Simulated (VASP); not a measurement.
```yaml
crystal:
  lattice:
    - [2.88419, 0.00000, 0.00000]
    - [0.00000, 2.88419, 0.00000]
    - [0.00000, 0.00000, 2.88419]
  atoms:
    - { symbol: Zn, position: [0.50000, 0.50000, 0.50000] }
    - { symbol: Cu, position: [0.00000, 0.00000, 0.00000] }
```

Calculation: PBE GGA with D3 dispersion (Becke-Johnson damping), VASP's PBE PAW potentials (set 64) (plane waves; VASP 6.6.1). Numerical set-up: 520 eV cut-off, 12×12×12 Γ-centred mesh, first-order Methfessel-Paxton smearing of 0.10 eV, potentials Zn Cu.

Problem. Give the stress tensor in GPa (positive for a compressed cell).

Solution. 
```
4.79  0.00  0.00
0.00  4.79  0.00
0.00  0.00  4.79
```
The pressure is its mean diagonal, 4.79 GPa.

The compound is CuZn in the CsCl type structure. This cell is one point of a volume scan, at 0.97 of the reference volume. The electron count is odd and the run is not spin-polarised, which forces a metal.
